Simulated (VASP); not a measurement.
# SnSe: structure and properties in VASP

Aim: relax SnSe with r2SCAN + rVV10, compute its properties on that cell and hold them against experiment. The steps: full relaxation (r2SCAN + rVV10), second relaxation, single point with fields (r2SCAN + rVV10), bands along the symmetry lines (r2SCAN + rVV10), total and projected DOS (r2SCAN + rVV10), zone-centre phonons (r2SCAN + rVV10), volume scan with r2SCAN + rVV10, fit for r2SCAN + rVV10, independent-particle dielectric function (r2SCAN + rVV10) and band structure (r2SCAN + rVV10 + SOC). Left out of this account: 1 further run (core levels: core levels are not valid at this level). The start is a computed cell from the Materials Project.

Method: r2SCAN with rVV10; plane waves and PAW (Sn_d, Se), in the first sound run; inputs show where later runs differ, in VASP 6.6.1.

The experiments to compare with:

“Direct observation of double valence-band extrema and anisotropic effective masses of the thermoelectric material SnSe” (2017, arxiv:1712.09198) quotes from earlier work for SnSe, orthorhombic Pnma layered (bulk crystal, 295 K): lattice constant a (a (layer stacking direction)) 11.501 Å [literature structure used as calculation input; not this paper's sample]; lattice constant b 4.153 Å [literature structure used as calculation input; not this paper's sample]; lattice constant c 4.445 Å [literature structure used as calculation input; not this paper's sample].

For SnSe, orthorhombic Pnma layered (pristine undoped p-type crystal polished to about 20 um, 295 K), “Giant Room‐Temperature Power Factor in p‐Type Thermoelectric SnSe under High Pressure” (2022, pmc:9284162) gives, by near-infrared absorption spectroscopy: band gap (indirect optical gap from absorption edge) 0.83 eV [indirect gap from room-temperature absorption edge of a polished piece about 20 µm thick].

“Topological Dirac line nodes and superconductivity coexist in SnSe at high pressure” (2016, arxiv:1608.06763) reports for SnSe, GeS-type orthorhombic (Phase I), by EOS fit to synchrotron XRD P-V data (CVT-grown SnSe in DAC, Daphne 7373 medium, 300 K): bulk modulus (B0, third-order Birch-Murnaghan) 39.8 GPa [equation-of-state fit parameter, correlated with B' and V0; no uncertainty given].

This is a report of a sequence of runs, with most program output left out.

## (1) Starting point

Before any relaxation, the start is as follows. The structure is orthorhombic, space group Pnma (No. 62). The conventional cell has a = 11.664 Å, b = 4.126 Å, c = 4.701 Å, α = 90.00°, β = 90.00°, γ = 90.00°. Nearest to Sn lie 3 Se at 2.77 Å. Nearest to Se lie 3 Sn at 2.77 Å. Farther neighbours and most contacts between anions are not listed.

As a file:

```xyz
8
Lattice="11.6645 0.0000 0.0000 0.0000 4.1263 0.0000 0.0000 0.0000 4.7009" Properties=species:S:1:pos:R:3 pbc="T T T"
Sn    7.2178    3.0947    1.7701
Sn   10.2789    1.0316    4.1206
Sn    4.4466    1.0316    2.9308
Sn    1.3856    3.0947    0.5803
Se    1.7328    1.0316    2.3936
Se    7.5650    1.0316    4.6577
Se    4.0994    3.0947    0.0432
Se    9.9317    3.0947    2.3073
```

## (2) Full relaxation (r2SCAN + rVV10)

Properties are meant for the cell that this level of theory prefers, so cell and atoms are relaxed first (ISIF = 3) until forces and stress are small; EDIFFG sets the threshold. r2SCAN adds the kinetic-energy density, costs more than a GGA and is run with LASPH. LUSE_VDW switches on a nonlocal correlation term for dispersion.

Input file INCAR:

```
SYSTEM = SnSe
PREC = Accurate
ENCUT = 400
EDIFF = 1E-06
NELM = 100
ISMEAR = 0
SIGMA = 0.05
LREAL = .FALSE.
ALGO = Normal
METAGGA = R2SCAN
LUSE_VDW = .TRUE.
IVDW_NL = 2
BPARAM = 11.95
CPARAM = 0.0093
LASPH = .TRUE.
NBANDS = 49
LORBIT = 11
LWAVE = .FALSE.
LCHARG = .FALSE.
KPAR = 4
IBRION = 2
NSW = 60
ISIF = 3
EDIFFG = -0.01
```

Input file POSCAR:

```
SnSe
1.0
   11.6644585000      0.0000000000      0.0000000000
    0.0000000000      4.1262509500      0.0000000000
    0.0000000000      0.0000000000      4.7009074500
Sn Se
4 4
Direct
    0.6187868500      0.7500000000      0.3765543000
    0.8812131500      0.2500000000      0.8765543000
    0.3812131500      0.2500000000      0.6234457000
    0.1187868500      0.7500000000      0.1234457000
    0.1485530300      0.2500000000      0.5091818000
    0.6485530300      0.2500000000      0.9908182000
    0.3514469700      0.7500000000      0.0091818000
    0.8514469700      0.7500000000      0.4908182000
```

Input file KPOINTS:

```
Automatic mesh
0
Gamma
3 7 6
0 0 0
```

Potentials, in the order of the species: Sn_d and Se (PBE family, release 64).

Started as:

```sh
$ mpirun -np 4 vasp_std
```

Elapsed: 20 min, on 4 MPI ranks of Intel Xeon 6975P-C (Granite Rapids), shared host; peak memory 2.6 GiB; 81 min of CPU time.

The gap is read on the k-mesh alone, so it is an upper bound where the band edges lie off the mesh. The PAW data sets were made with PBE, which is usual practice but a small mismatch for other functionals. The run keeps the 8 symmetry operations of its start, so it cannot find a distortion of lower symmetry.

The steps of the relaxation:

| step | energy less that of the first step (eV) | largest force (eV/Å) | pressure (GPa) | volume (Å³) |
| --- | --- | --- | --- | --- |
| 1 | 0.0000 | 0.0438 | -0.85 | 226.26 |
| 2 | -0.0105 | 0.1560 | 0.27 | 221.37 |
| 3 | -0.0110 | 0.1311 | 0.04 | 222.26 |
| 4 | -0.0165 | 0.0977 | 0.04 | 221.41 |
| 5 | -0.0245 | 0.0275 | 0.03 | 218.87 |
| 6 | -0.0246 | 0.0230 | 0.04 | 218.54 |
| 7 | -0.0263 | 0.0200 | -0.05 | 218.65 |
| 8 | -0.0268 | 0.0312 | -0.13 | 218.75 |
| 9 | -0.0269 | 0.0304 | 0.17 | 217.52 |
| 10 | -0.0273 | 0.0166 | 0.02 | 218.11 |
| 11 | -0.0274 | 0.0103 | 0.00 | 218.14 |
| 12 | -0.0274 | 0.0065 | -0.01 | 218.17 |
| 13 | -0.0275 | 0.0071 | 0.00 | 218.15 |
| 14 | -0.0277 | 0.0080 | 0.01 | 218.08 |

| conventional cell, symmetrised | before | after | change |
| --- | --- | --- | --- |
| a (Å) | 11.664 | 11.536 | -1.1 % |
| b (Å) | 4.126 | 4.122 | -0.1 % |
| c (Å) | 4.701 | 4.586 | -2.4 % |
| volume (Å³/atom) | 28.28 | 27.26 | -3.6 % |

The atoms that moved most (Å, as changes of fractional coordinates times the final cell):

| atom | dx | dy | dz | length |
| --- | --- | --- | --- | --- |
| Se5 | -0.024 | 0.000 | 0.029 | 0.038 |
| Se6 | -0.024 | 0.000 | -0.029 | 0.038 |
| Se7 | 0.024 | 0.000 | 0.029 | 0.038 |
| Se8 | 0.024 | 0.000 | -0.029 | 0.038 |
| Sn3 | 0.014 | 0.000 | -0.026 | 0.029 |
| Sn4 | -0.014 | 0.000 | -0.026 | 0.029 |
| Sn2 | 0.014 | 0.000 | 0.026 | 0.029 |
| Sn1 | -0.014 | 0.000 | 0.026 | 0.029 |

The relaxed structure:

```
Sn Se
1.0
    11.53603    0.00000    0.00000
     0.00000    4.12210    0.00000
     0.00000    0.00000    4.58607
Sn Se
4 4
Direct
  0.61754 0.75000 0.38217
  0.88246 0.25000 0.88217
  0.38246 0.25000 0.61783
  0.11754 0.75000 0.11783
  0.14649 0.25000 0.51552
  0.64649 0.25000 0.98448
  0.35351 0.75000 0.01552
  0.85351 0.75000 0.48448
```

This step gave:

* electrons: 80
* bands: 49
* irreducible k-points: 32
* symmetry operations: 8
* free energy (TOTEN): -157.7966 eV
* Fermi energy: 5.319 eV
* pressure: 0.005300 GPa
* metallic: no
* valence top at k: 0, 0, 0.3333
* conduction bottom at k: 0, 0.2857, 0
* least direct gap at k: 0, 0.2857, 0
* SCF cycles over all ionic steps: 102
* gap on the k-mesh: 0.984 eV
* least direct gap on the k-mesh: 1.200 eV

It ends with a largest force of 0.008 eV/Å and a pressure of 0.01 GPa.

## (3) Second relaxation

A relaxation keeps the plane waves of the cell it began with, so it is repeated from the new cell, on a basis made for it.

INCAR is that of step 2.

Input file POSCAR:

```
SnSe
1.0
   11.5360300577      0.0000000000      0.0000000000
    0.0000000000      4.1220954806      0.0000000000
    0.0000000000      0.0000000000      4.5860693156
Sn Se
4 4
Direct
    0.6175420852      0.7500000000      0.3821711671
    0.8824579148      0.2500000000      0.8821711671
    0.3824579148      0.2500000000      0.6178288329
    0.1175420852      0.7500000000      0.1178288329
    0.1464903121      0.2500000000      0.5155170547
    0.6464903121      0.2500000000      0.9844829453
    0.3535096879      0.7500000000      0.0155170547
    0.8535096879      0.7500000000      0.4844829453
```

KPOINTS is that of step 2.

Started as:

```sh
$ mpirun -np 4 vasp_std
```

Elapsed: 3 min, on 4 MPI ranks; peak memory 2.5 GiB.

Little changed from the start: no atom moved by 0.005 Å and no cell edge by 0.1 %.

Numbers from this step:

```yaml
free_energy_toten: -157.7934 eV
fermi_energy: 5.320 eV
pressure: -0.02851 GPa
scf_cycles_over_all_ionic_steps: 14
```

It ends with a largest force of 0.009 eV/Å and a pressure of -0.03 GPa. The volume moved by under 0.01 %: the run met its threshold at the first step.

## (4) Single point with fields (r2SCAN + rVV10)

A single point on the relaxed cell gives a clean self-consistent state, with density, ELF and potential written out.

Edit INCAR of step 3 so:

```diff
@@ -18,7 +18,5 @@
 LWAVE = .FALSE.
-LCHARG = .FALSE.
-KPAR = 4
-IBRION = 2
-NSW = 60
-ISIF = 3
-EDIFFG = -0.01
+LCHARG = .TRUE.
+ISIF = 2
+LELF = .TRUE.
+LVHAR = .TRUE.
```

POSCAR is that of step 3.

KPOINTS is that of step 3.

Started as:

```sh
$ mpirun -np 4 vasp_std
```

Wall time 3.1 min (4 MPI ranks); peak memory 1.1 GiB; 12 min of CPU time.

Numbers from this step:

```
SCF cycles   : 14
bands        : 52
Fermi energy : 5.309 eV
pressure     : -0.02804 GPa
```

Valence electrons inside each PAW sphere by angular momentum. Sphere charges, by row:

| atom | s (e) | p (e) | d (e) | tot (e) |
| --- | --- | --- | --- | --- |
| Sn1 | 1.314 | 0.784 | 9.991 | 12.09 |
| Sn2 | 1.314 | 0.784 | 9.991 | 12.09 |
| Sn3 | 1.314 | 0.784 | 9.991 | 12.09 |
| Sn4 | 1.314 | 0.784 | 9.991 | 12.09 |
| Se5 | 1.466 | 2.378 | 0.025 | 3.869 |
| Se6 | 1.466 | 2.378 | 0.025 | 3.869 |
| Se7 | 1.466 | 2.378 | 0.025 | 3.869 |
| Se8 | 1.466 | 2.378 | 0.025 | 3.869 |

ELF in the ac plane at fractional y = 0.250, with atoms of Sn and Se within 0.2 Å of it. It is the smooth field of the valence electrons, not physical close to the nuclei.

Values, 7 rows by 16 columns, each cell a mean:
```
0.30 0.11 0.18 0.11 0.07 0.17 0.20 0.13 0.46 0.87 0.72 0.83 0.48 0.23 0.23 0.48
0.22 0.61 0.78 0.58 0.24 0.28 0.28 0.36 0.24 0.71 0.83 0.67 0.29 0.27 0.24 0.39
0.42 0.87 0.79 0.83 0.46 0.22 0.22 0.47 0.28 0.17 0.29 0.17 0.09 0.20 0.25 0.17
0.50 0.82 0.59 0.81 0.51 0.36 0.38 0.56 0.28 0.05 0.05 0.03 0.03 0.07 0.07 0.05
0.25 0.71 0.79 0.72 0.31 0.28 0.46 0.43 0.10 0.19 0.35 0.22 0.04 0.04 0.06 0.04
0.08 0.26 0.45 0.31 0.06 0.05 0.09 0.05 0.20 0.64 0.77 0.66 0.25 0.23 0.40 0.35
0.25 0.05 0.07 0.04 0.03 0.06 0.06 0.04 0.48 0.81 0.63 0.80 0.49 0.38 0.44 0.57
```
Columns run along a (11.5 Å), rows up along c (4.6 Å). Atoms in or near the plane, at fractional coordinates: Sn at (0.88, 0.88), Sn at (0.38, 0.62), Se at (0.15, 0.52), Se at (0.65, 0.98).

Electrostatic potential energy in the ac plane at fractional y = 0.250, with atoms of Sn and Se within 0.2 Å of it. With pseudopotentials it is smooth inside the atoms' cores, unlike the true potential.

Ten even steps from '0' (-83 eV) to '9' (4 eV), each cell a mean:
```
99999999999999999974554798400048
99999999999888999996446998300038
99999999997434799999889998620259
99986689984000489999999999876789
99854458983000389999999999999999
99746647985101589999999999999999
99844458998656899999999999999999
99975679999999999999999999999999
99999999999999999999999999999999
99999999999999999998889999999999
99999999999999999986446899987899
99999999999999999974554799732379
```
Columns run along a (11.5 Å; values clipped at the 3rd and 97th percentile), rows up along c (4.6 Å). Atoms in or near the plane, at fractional coordinates: Sn at (0.88, 0.88), Sn at (0.38, 0.62), Se at (0.15, 0.52), Se at (0.65, 0.98).

Valence density in the ac plane at fractional y = 0.250, with atoms of Sn and Se within 0.2 Å of it. It is the smooth field of the valence electrons, not physical close to the nuclei.

Values in units of 1e0 e/Å³, 7 rows by 16 columns, each cell a mean:
```
0.1 0.1 0.1 0.0 0.1 0.1 0.2 0.1 0.2 0.7 0.5 0.7 0.4 4.3 8.4 1.3
0.1 0.2 0.4 0.2 0.2 1.4 2.6 0.5 0.1 0.3 0.5 0.3 0.2 2.0 4.0 0.6
0.2 0.6 0.6 0.6 0.4 4.4 8.6 1.3 0.1 0.1 0.1 0.1 0.1 0.2 0.3 0.1
0.2 0.7 0.3 0.7 0.3 1.5 2.9 0.5 0.1 0.0 0.0 0.0 0.0 0.1 0.1 0.0
0.1 0.4 0.6 0.4 0.1 0.1 0.2 0.1 0.1 0.1 0.1 0.1 0.0 0.0 0.0 0.0
0.1 0.1 0.2 0.1 0.0 0.0 0.0 0.0 0.1 0.3 0.5 0.3 0.1 0.1 0.1 0.1
0.1 0.0 0.0 0.0 0.0 0.0 0.0 0.0 0.1 0.6 0.4 0.7 0.3 0.9 1.7 0.4
```
Columns run along a (11.5 Å), rows up along c (4.6 Å). Atoms in or near the plane, at fractional coordinates: Sn at (0.88, 0.88), Sn at (0.38, 0.62), Se at (0.15, 0.52), Se at (0.65, 0.98).

In this run the pressure is -0.03 GPa, small enough to go on.

## (5) Bands along the symmetry lines (r2SCAN + rVV10)

The mesh alone shows little of the dispersion and can miss band extrema, so KPOINTS_OPT adds a path through the symmetry points after the self-consistent cycle.

Edit INCAR of step 4 so:

```diff
@@ -15,8 +15,6 @@
 LASPH = .TRUE.
-NBANDS = 49
+NBANDS = 61
 LORBIT = 11
 LWAVE = .FALSE.
-LCHARG = .TRUE.
-ISIF = 2
-LELF = .TRUE.
-LVHAR = .TRUE.
+LCHARG = .FALSE.
+KPAR = 4
```

POSCAR is that of step 4.

KPOINTS is that of step 4.

Input file KPOINTS_OPT:

```
Line mode
12
Line-mode
Reciprocal
  0.00000000   0.00000000   0.00000000 GAMMA
  0.00000000   0.50000000   0.00000000 X

  0.00000000   0.50000000   0.00000000 X
  0.00000000   0.50000000   0.50000000 S

  0.00000000   0.50000000   0.50000000 S
  0.00000000   0.00000000   0.50000000 Y

  0.00000000   0.00000000   0.50000000 Y
  0.00000000   0.00000000   0.00000000 GAMMA

  0.00000000   0.00000000   0.00000000 GAMMA
  0.50000000   0.00000000   0.00000000 Z

  0.50000000   0.00000000   0.00000000 Z
  0.50000000   0.50000000   0.00000000 U

  0.50000000   0.50000000   0.00000000 U
  0.50000000   0.50000000   0.50000000 R

  0.50000000   0.50000000   0.50000000 R
  0.50000000   0.00000000   0.50000000 T

  0.50000000   0.00000000   0.50000000 T
  0.50000000   0.00000000   0.00000000 Z

  0.00000000   0.00000000   0.50000000 Y
  0.50000000   0.00000000   0.50000000 T

  0.50000000   0.50000000   0.00000000 U
  0.00000000   0.50000000   0.00000000 X

  0.00000000   0.50000000   0.50000000 S
  0.50000000   0.50000000   0.50000000 R
```

Started as:

```sh
$ mpirun -np 4 vasp_std
```

It took 9.8 min on 4 MPI ranks; peak memory 2.6 GiB.

Spin-orbit coupling is off here; with elements this heavy it splits and shifts levels by tenths of an eV or more.

Numbers from this step:

* bands: 61
* Fermi energy: 5.284 eV
* pressure: -0.02580 GPa
* least gap on mesh and path: 0.8666 eV
* least direct gap on mesh and path: 1.125 eV
* valence top at k: 0, 0, 0.3182
* conduction bottom at k: 0, 0.3182, 0
* least direct gap at k: 0, 0.3182, 0

Electronic bands along the path, in eV, zero at the valence-band top; v1 is the highest filled band, c1 the lowest empty one:

| point | v4 | v3 | v2 | v1 | c1 | c2 | c3 | c4 |
| --- | --- | --- | --- | --- | --- | --- | --- | --- |
| Γ | -1.63 | -1.02 | -0.81 | -0.38 | 1.03 | 2.97 | 3.08 | 3.16 |
| 0.45 of the way | -1.76 | -0.79 | -0.65 | -0.37 | 1.39 | 1.45 | 2.66 | 2.88 |
| X | -1.07 | -1.07 | -1.01 | -1.01 | 1.36 | 1.36 | 1.55 | 1.55 |
| 0.45 of the way | -1.97 | -1.97 | -0.85 | -0.85 | 1.39 | 1.39 | 2.87 | 2.87 |
| S | -2.30 | -2.30 | -1.39 | -1.39 | 2.89 | 2.89 | 3.21 | 3.21 |
| 0.45 of the way | -1.63 | -1.63 | -0.90 | -0.90 | 1.83 | 1.83 | 3.56 | 3.56 |
| Y | -0.84 | -0.84 | -0.10 | -0.10 | 1.54 | 1.54 | 2.07 | 2.07 |
| 0.45 of the way | -1.35 | -0.96 | -0.48 | -0.09 | 1.46 | 1.49 | 2.28 | 2.48 |
| Γ | -1.63 | -1.02 | -0.81 | -0.38 | 1.03 | 2.97 | 3.08 | 3.16 |
| 0.55 of the way | -1.71 | -1.65 | -0.70 | -0.42 | 1.84 | 2.80 | 2.93 | 3.17 |
| Z | -1.88 | -1.88 | -0.54 | -0.54 | 2.76 | 2.76 | 2.79 | 2.79 |
| 0.45 of the way | -1.71 | -1.71 | -0.46 | -0.46 | 1.98 | 1.98 | 2.84 | 2.84 |
| U | -1.21 | -1.21 | -1.21 | -1.21 | 1.71 | 1.71 | 1.71 | 1.71 |
| 0.45 of the way | -1.49 | -1.49 | -1.49 | -1.49 | 2.43 | 2.43 | 2.43 | 2.43 |
| R | -1.53 | -1.53 | -1.53 | -1.53 | 2.73 | 2.73 | 2.73 | 2.73 |
| 0.45 of the way | -1.72 | -1.72 | -1.23 | -1.23 | 2.65 | 2.65 | 3.47 | 3.47 |
| T | -0.57 | -0.57 | -0.12 | -0.12 | 1.52 | 1.52 | 2.10 | 2.10 |
| 0.55 of the way | -1.26 | -1.26 | -0.69 | -0.69 | 2.25 | 2.25 | 2.92 | 2.92 |
| Z | -1.88 | -1.88 | -0.54 | -0.54 | 2.76 | 2.76 | 2.79 | 2.79 |
| jump to Y | -0.84 | -0.84 | -0.10 | -0.10 | 1.54 | 1.54 | 2.07 | 2.07 |
| 0.55 of the way | -0.65 | -0.65 | -0.11 | -0.11 | 1.50 | 1.50 | 2.13 | 2.13 |
| T | -0.57 | -0.57 | -0.12 | -0.12 | 1.52 | 1.52 | 2.10 | 2.10 |
| jump to U | -1.21 | -1.21 | -1.21 | -1.21 | 1.71 | 1.71 | 1.71 | 1.71 |
| 0.45 of the way | -1.17 | -1.17 | -1.13 | -1.13 | 1.51 | 1.51 | 1.72 | 1.72 |
| X | -1.07 | -1.07 | -1.01 | -1.01 | 1.36 | 1.36 | 1.55 | 1.55 |
| jump to S | -2.30 | -2.30 | -1.39 | -1.39 | 2.89 | 2.89 | 3.21 | 3.21 |

Of the projections kept (Sn, Se), the largest for each band there; the rest of the weight can lie on other orbitals:

| point | v4 | v3 | v2 | v1 | c1 | c2 | c3 | c4 |
| --- | --- | --- | --- | --- | --- | --- | --- | --- |
| Γ | Se 0.83 | Se 0.58 | Se 0.74 | Se 0.69 | Sn 0.86 | Sn 0.70 | Sn 0.63 | Sn 0.63 |
| X | Sn 0.53 | Sn 0.53 | Se 0.52 | Se 0.52 | Sn 0.68 | Sn 0.68 | Sn 0.63 | Sn 0.63 |
| S | Se 0.54 | Se 0.54 | Se 0.67 | Se 0.67 | Sn 0.67 | Sn 0.67 | Sn 0.50 | Sn 0.50 |
| Y | Se 0.53 | Se 0.53 | Sn 0.51 | Sn 0.51 | Sn 0.72 | Sn 0.72 | Sn 0.58 | Sn 0.58 |
| Γ | Se 0.83 | Se 0.58 | Se 0.74 | Se 0.69 | Sn 0.86 | Sn 0.70 | Sn 0.63 | Sn 0.63 |
| Z | Se 0.80 | Se 0.80 | Se 0.73 | Se 0.73 | Sn 0.70 | Sn 0.70 | Sn 0.63 | Sn 0.63 |

The path lowers the gap by 0.12 eV against the mesh alone, so a band edge lies off the mesh.

## (6) Total and projected DOS (r2SCAN + rVV10)

A density of states needs more k-points than a total energy; ISMEAR = -5 takes tetrahedra, and LORBIT projects the states on the PAW spheres. The mesh is finer than in the run before.

Edit INCAR of step 5 so:

```diff
@@ -5,3 +5,3 @@
 NELM = 100
-ISMEAR = 0
+ISMEAR = -5
 SIGMA = 0.05
@@ -20 +20,2 @@
 KPAR = 4
+NEDOS = 2001
```

POSCAR is that of step 5.

Input file KPOINTS:

```
Automatic mesh
0
Gamma
4 10 9
0 0 0
```

Started as:

```sh
$ mpirun -np 4 vasp_std
```

Elapsed: 8.3 min, on 4 MPI ranks; peak memory 3.7 GiB; 33 min of CPU time.

Numbers from this step:

```
SCF cycles                     : 15
irreducible k-points           : 90
free energy (TOTEN)            : -157.7941 eV
Fermi energy                   : 5.028 eV
pressure                       : -0.02318 GPa
valence top at k               : 0, 0, 0.3333
conduction bottom at k         : 0, 0.3, 0
least direct gap at k          : 0, 0.3, 0
gap on the k-mesh              : 0.9182 eV
least direct gap on the k-mesh : 1.136 eV
```

The density of states has structure finer than the step of the table below, so its rows give means over 0.5 eV, whole bins alone (the curve runs from -12.0 to 2.54 eV). Peaks (eV: height): total -6.73: 6.56, -2.54: 7.01, -2.09: 8.06, -0.60: 6.17; Se p -2.54: 2.72, -1.94: 3.40, -1.20: 2.10, -0.60: 2.21; Sn p -3.44: 0.835, -2.09: 0.823, -1.05: 0.720, 2.02: 1.67; Sn s -7.18: 2.48, -6.73: 2.96, -0.60: 0.980; Sn d -2.54: 0.106, -1.94: 0.145, -1.27: 0.0738, -0.60: 0.069.

States under -12.0 eV and over 2.5 eV are left out. Density of states against energy, zero at the valence-band top; means over each step; values in states/eV/cell:

| energy (eV) | total | Se p | Sn p | Sn s | Sn d | Se s | Se d |
| --- | --- | --- | --- | --- | --- | --- | --- |
| -8.5 | 0 | 0 | 0 | 0 | 0 | 0 | 0 |
| -8.0 | 1.69 | 0.163 | 0.0112 | 0.782 | 0.00367 | 0.0440 | 0.00408 |
| -7.5 | 4.44 | 0.461 | 0.0452 | 2.10 | 0.00982 | 0.123 | 0.0153 |
| -7.0 | 4.45 | 0.522 | 0.0770 | 2.07 | 0.0105 | 0.159 | 0.0181 |
| -6.5 | 3.42 | 0.425 | 0.0644 | 1.50 | 0.0112 | 0.222 | 0.00996 |
| -6.0 | 1.24 | 0.138 | 0.0246 | 0.525 | 0.00413 | 0.136 | 0.00133 |
| -5.5 | 0.673 | 0.0709 | 0.0170 | 0.285 | 0.00159 | 0.0866 | 4.8e-4 |
| -5.0 | 0.525 | 0.129 | 0.0683 | 0.0485 | 0.00202 | 0.0162 | 5.0e-4 |
| -4.5 | 3.20 | 0.919 | 0.470 | 0.0850 | 0.0212 | 0.0222 | 0.00548 |
| -4.0 | 4.56 | 1.41 | 0.655 | 0.108 | 0.0398 | 0.0300 | 0.0106 |
| -3.5 | 5.63 | 1.90 | 0.774 | 0.115 | 0.0633 | 0.0381 | 0.0148 |
| -3.0 | 5.75 | 2.09 | 0.756 | 0.134 | 0.0755 | 0.0361 | 0.0187 |
| -2.5 | 6.14 | 2.39 | 0.720 | 0.149 | 0.0948 | 0.0393 | 0.0209 |
| -2.0 | 7.10 | 2.98 | 0.714 | 0.239 | 0.124 | 0.0285 | 0.0223 |
| -1.5 | 4.89 | 1.79 | 0.559 | 0.427 | 0.0705 | 0.0279 | 0.0153 |
| -1.0 | 5.45 | 1.86 | 0.634 | 0.682 | 0.0627 | 0.0379 | 0.0177 |
| -0.5 | 4.55 | 1.65 | 0.393 | 0.745 | 0.0497 | 0.0246 | 0.0148 |
| 0.0 | 0.272 | 0.0979 | 0.0162 | 0.0585 | 0.00370 | 0.00146 | 8.0e-4 |
| 0.5 | 0 | 0 | 0 | 0 | 0 | 0 | 0 |
| 1.0 | 0.215 | 0.0194 | 0.0606 | 0.0118 | 0.00309 | 0.0118 | 0.00373 |
| 1.5 | 2.69 | 0.261 | 0.772 | 0.154 | 0.0379 | 0.125 | 0.0555 |
| 2.0 | 4.91 | 0.527 | 1.48 | 0.228 | 0.0711 | 0.191 | 0.110 |

The gap on this mesh is 0.92 eV, over the 0.87 eV of the band run, since this mesh misses a band edge. In the top eV of the valence band the largest shares in the PAW spheres are Se p 35 %, Sn s 16 % and Sn p 10 %; in the lowest eV of the conduction band, Sn p 29 %, Se p 10 % and Sn s 6 %. The rest lies in smaller channels or between the spheres.

[end of part 1 of 3]

[Lines on the potential files, build, host, timing and source positions are cut from VASP's logs without a mark.]

[Logs are printed without paths, hosts, clocks, repeated set-up lines and the standing remarks that a program may print on its own settings, such as how far it seeks lower states.]

[Hosts, paths, dates, database ids (printed as entryN), source tags and the programs' standing remarks are cut or masked in the printed files.]

[A measured line is paired with the nearest computed mode of its activity, which favours agreement.]
